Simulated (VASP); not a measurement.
An input for Quantum ESPRESSO's pw.x (written as the equivalent of a VASP run, and not itself run):

```
&CONTROL
  calculation = 'vc-relax'
  pseudo_dir = './pseudo'
  outdir = './out'
  tprnfor = .true.
  tstress = .true.
  nstep = 60
  forc_conv_thr = 0.00039
/
&SYSTEM
  ibrav = 0
  nat = 1
  ntyp = 1
  ecutwfc = 62.5
  occupations = 'smearing'
  smearing = 'methfessel-paxton'
  degauss = 0.00735
  input_dft = 'pbe'
/
&ELECTRONS
  conv_thr = 7.3e-08
  electron_maxstep = 100
/
&IONS
/
&CELL
/
ATOMIC_SPECIES
  Pb 207.200 Pb.upf
CELL_PARAMETERS angstrom
    -0.0000000    2.5145659    2.5145659
     2.5145659   -0.0000000    2.5145659
     2.5145659    2.5145659    0.0000000
ATOMIC_POSITIONS crystal
  Pb   0.0000000  0.0000000  0.0000000
K_POINTS automatic
  11 11 11 0 0 0
```

Question: Translate this input to VASP (INCAR, KPOINTS, POSCAR, choice of POTCAR).

Answer: This is not unique; one that fits is 
POSCAR:
```
Pb
1.0
  0.0000000000   2.5145659044   2.5145659044
  2.5145659044   0.0000000000   2.5145659044
  2.5145659044   2.5145659044   0.0000000000
Pb
1
Cart
  0.0000000000   0.0000000000   0.0000000000
```

KPOINTS:
```
Automatic
0
gamma
 11 11 11
0 0 0
```

### INCAR
```
# general
SYSTEM   =  Pb
PREC     =  Accurate
ENCUT    =  480
LREAL    =  .False.
LASPH    =  .True.

# electronic loop
EDIFF    =  1E-6
NELM     =  100
ALGO     =  Normal
LMAXMIX  =  4

# smearing
ISMEAR   =  1
SIGMA    =  0.1

# functional
GGA      =  PE

# ions
IBRION   =  2
NSW      =  60
ISIF     =  3
EDIFFG   =  -0.01

# output
LWAVE    =  .False.
LCHARG   =  .False.
```

POTCAR, in this order: Pb_d (PBE.64 set). Program: vasp_std.

What does not carry over: the potentials are each code's own (VASP's PAW set, PseudoDojo norm-conserving files in pw.x), so ENCUT and ecutwfc are chosen apart and not converted; conv_thr bounds pw.x's estimated SCF error, while EDIFF bounds the energy change between steps; forc_conv_thr acts on force components and is met together with etot_conv_thr.

The compound is Pb in the fcc structure. It was relaxed first. The start is the result of an earlier pass.
